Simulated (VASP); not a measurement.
# Ca2Ru2O7 with r2SCAN: from relaxation to properties, part 6 of 6

Wanted: the relaxed cell of Ca2Ru2O7 and its properties. Left out of this account: 1 further run (relaxation: a spoilt try). The start is a computed cell from the Materials Project.

VASP 6.6.1; r2SCAN, no spin polarisation; plane waves and PAW (Ca_sv, Ru_pv, O).

Still holding for the runs below: This run has no spin polarisation, although Ru can carry a moment. The k-mesh is coarse for a metal.

So far. Step 13 (Volume scan with r2SCAN (run 6)): The pressure falls from -3.72 to -7.02 GPa. Step 13 (Volume scan with r2SCAN (run 6)): The run ends at a pressure of -7.02 GPa, with forces up to 0.24 eV/Å.

## (14) Volume scan with r2SCAN (run 7)

A prediction first. A parabola through the 6 pressures of evenly scaled cells so far, P = -0.03 -196.1 t +460 t² GPa with t = ln(V/V₁) and V₁ the volume at scale 1, gives -9.89 GPa at t = +0.0583.

Input file INCAR:

```
SYSTEM = Ca2Ru2O7
PREC = Accurate
ENCUT = 520
EDIFF = 1E-06
NELM = 100
ISMEAR = 0
SIGMA = 0.05
LREAL = Auto
ALGO = Normal
METAGGA = R2SCAN
LASPH = .TRUE.
NBANDS = 112
LORBIT = 11
LWAVE = .FALSE.
LCHARG = .FALSE.
KPAR = 8
ISIF = 2
```

Input file POSCAR:

```
Ca2Ru2O7
1.0
    0.0000000000      5.1896710988      5.1896710988
    5.1896710988      0.0000000000      5.1896710988
    5.1896710988      5.1896710988      0.0000000000
Ca Ru O
4 4 14
Direct
    0.1250000000      0.6250000000      0.1250000000
    0.1250000000      0.1250000000      0.6250000000
    0.6250000000      0.1250000000      0.1250000000
    0.1250000000      0.1250000000      0.1250000000
    0.1250000000      0.6250000000      0.6250000000
    0.6250000000      0.1250000000      0.6250000000
    0.6250000000      0.6250000000      0.1250000000
    0.6250000000      0.6250000000      0.6250000000
    0.6926245269      0.6926245269      0.3073754731
    0.6926245269      0.3073754731      0.6926245269
    0.9426245269      0.5573754731      0.5573754731
    0.6926245269      0.3073754731      0.3073754731
    0.5573754731      0.9426245269      0.9426245269
    0.3073754731      0.3073754731      0.6926245269
    0.9426245269      0.9426245269      0.5573754731
    0.0000000000      0.0000000000      0.0000000000
    0.5573754731      0.5573754731      0.9426245269
    0.9426245269      0.5573754731      0.9426245269
    0.5573754731      0.9426245269      0.5573754731
    0.2500000000      0.2500000000      0.2500000000
    0.3073754731      0.6926245269      0.3073754731
    0.3073754731      0.6926245269      0.6926245269
```

Input file KPOINTS:

```
Automatic mesh
0
Gamma
4 4 4
0 0 0
```

The projector-augmented-wave data sets are Ca_sv, Ru_pv and O (PBE family, release 64).

Launch:

```console
> mpirun -np 8 vasp_std
```

What it wrote:

```text
[... set-up lines as in an earlier step ...]
 entering main loop
       N       E                     dE             d eps       ncg     rms          rms(c)
DAV:   1     0.197665235673E+04    0.19767E+04   -0.10125E+05  1792   0.169E+03
DAV:   2    -0.115026756647E+03   -0.20917E+04   -0.19997E+04  1896   0.507E+02
DAV:   3    -0.346725579658E+03   -0.23170E+03   -0.22822E+03  2352   0.155E+02
DAV:   4    -0.355111573566E+03   -0.83860E+01   -0.83251E+01  2688   0.285E+01
[...]
DAV:  16    -0.255246485028E+03    0.12171E-04   -0.34512E-05  1912   0.198E-02    0.588E-03
DAV:  17    -0.255246486755E+03   -0.17266E-05   -0.10534E-05  1856   0.733E-03    0.795E-03
DAV:  18    -0.255246487154E+03   -0.39911E-06   -0.60632E-06  1520   0.568E-03
   1 F= -.25524649E+03 E0= -.25523385E+03  d E =-.252655E-01
```

Elapsed: 2.8 min, on 8 MPI ranks of Intel Xeon 6975P-C (Granite Rapids), shared host; peak memory 4.4 GiB.

From OUTCAR (step 14):

```text
  Total      -17.3912076    -17.3912076    -17.3912076      0.0000000     -0.0000000      0.0000000
  in kB      -99.6760507    -99.6760507    -99.6760507      0.0000000     -0.0000000      0.0000000
  external PRESSURE =     -99.6760507 kB  Pullay stress =       0.0000000 kB

 POSITION                                       TOTAL-FORCE (eV/Angst)
 -----------------------------------------------------------------------------------
      3.89225      1.29742      3.89225         0.000000      0.000000      0.000000
      3.89225      3.89225      1.29742         0.000000      0.000000      0.000000
      1.29742      3.89225      3.89225         0.000000      0.000000      0.000000
      1.29742      1.29742      1.29742         0.000000      0.000000      0.000000
      6.48709      3.89225      3.89225         0.000000      0.000000      0.000000
      3.89225      6.48709      3.89225         0.000000      0.000000      0.000000
      3.89225      3.89225      6.48709         0.000000      0.000000      0.000000
      6.48709      6.48709      6.48709         0.000000      0.000000      0.000000
      5.18967      5.18967      7.18899         0.000000      0.000000     -0.347987
      5.18967      7.18899      5.18967         0.000000     -0.347987      0.000000
      5.78519      7.78451      7.78451         0.347987      0.000000      0.000000
      3.19036      5.18967      5.18967         0.347987      0.000000      0.000000
      9.78382      7.78451      7.78451        -0.347987      0.000000      0.000000
      5.18967      5.18967      3.19036         0.000000      0.000000      0.347987
[...]
-----------------------------------------------------------------------------------
    total drift:                                0.000000      0.000000      0.000000

  FREE ENERGIE OF THE ION-ELECTRON SYSTEM (eV)
  ---------------------------------------------------
  free  energy   TOTEN  =      -255.2464871541 eV

  energy  without entropy=     -255.2212216876  energy(sigma->0) =     -255.23385442

[... 1 part as in an earlier step ...]

[... 2 further parts left out ...]
[key lines of the parts left out:]
E-fermi :   3.4730
```

The pressure falls from -7.02 to -9.97 GPa. The parabola predicted -9.89 GPa, +0.08 GPa off.

## (15) The series together

Times are for 8 MPI ranks of Intel Xeon 6975P-C (Granite Rapids), shared host. The runs compared:

```csv
no.,volume scale,energy above the lowest point (meV/atom),pressure (GPa),time,memory (GiB)
1,0.94,30.45,13.88,2.8 min,4.0
2,0.96,13.27,8.722,2.7 min,4.2
3,0.98,3.38,4.118,2.5 min,4.1
4,1,0,-0.009217,2.4 min,4
5,1.02,2.51,-3.717,2.5 min,4.1
6,1.04,10.26,-7.017,2.7 min,4.1
7,1.06,22.77,-9.968,2.8 min,4.4
```

## (16) Fit for r2SCAN

This step: Birch-Murnaghan fit, r2SCAN; plane waves and PAW (VASP 6.6.1).

This step runs nothing: it gathers the runs above.

Numbers from this step:

| Item | Value |
| --- | --- |
| pressure derivative of the bulk modulus | 4.389 |
| r.m.s. error of the fit | 4.86e-6 eV/atom |
| minimum inside the sampled range | yes |
| bulk modulus | 194.8 GPa |
| equilibrium volume of the fit | 12.00 Å³/atom |

Energy above the fitted minimum against volume:

```csv
volume (Å³/atom),energy above the fitted minimum (eV/atom)
11.268,0.0305
11.508,0.0133
11.748,0.00338
11.987,2.5e-6
12.227,0.00252
12.467,0.0103
12.707,0.0228
```

The fitted volume lies +0.11 % from the relaxed one. At a finite cutoff and mesh the minimum of the energy and the zero of the stress don't quite coincide, and the relaxation stops at a threshold. The atoms bear forces along the scan, since they were held; freeing them would lower the modulus.

## (17) Summary of results

| Item | Value |
| --- | --- |
| relaxed volume | 11.99 Å³/atom |
| relaxed conventional cell a, b, c | 10.180, 10.180, 10.180 Å |
| space group after relaxing, within 0.02 Å | Fd-3m (No. 227) |
| band gap | none, a metal |
| DOS at the Fermi level | 17.6 states/eV/cell |
| bulk modulus from the fit | 195 GPa |
| volume from the fit | 12.0 Å³/atom |

**Reading.** With r2SCAN, Ca2Ru2O7 relaxes to 11.99 Å³/atom in space group Fd-3m (held by the symmetry of the run), comes out as a metal and has a bulk modulus of 195 GPa at fixed shape and positions, an upper bound. Bands along the symmetry lines (r2SCAN): Of the bands kept, 4 cross the Fermi level on this path. Spin-orbit coupling is left out; it would split some degenerate bands. The k-sampling is coarse for a metal, so the Fermi level, pressures and the shape of the cell carry errors. Magnetism was not tested. No search among competing phases was made, and a listed structure need not be the one stable at ambient conditions. All values are for a static lattice at zero temperature.

[Lines on the potential files, build, host, timing and source positions are cut from VASP's logs without a mark.]

[Logs are printed without paths, hosts, clocks, repeated set-up lines and the standing remarks that a program may print on its own settings, such as how far it seeks lower states.]

[Hosts, paths, dates, database ids (printed as entryN), source tags and the programs' standing remarks are cut or masked in the printed files.]

[A measured line is paired with the nearest computed mode of its activity, which favours agreement.]
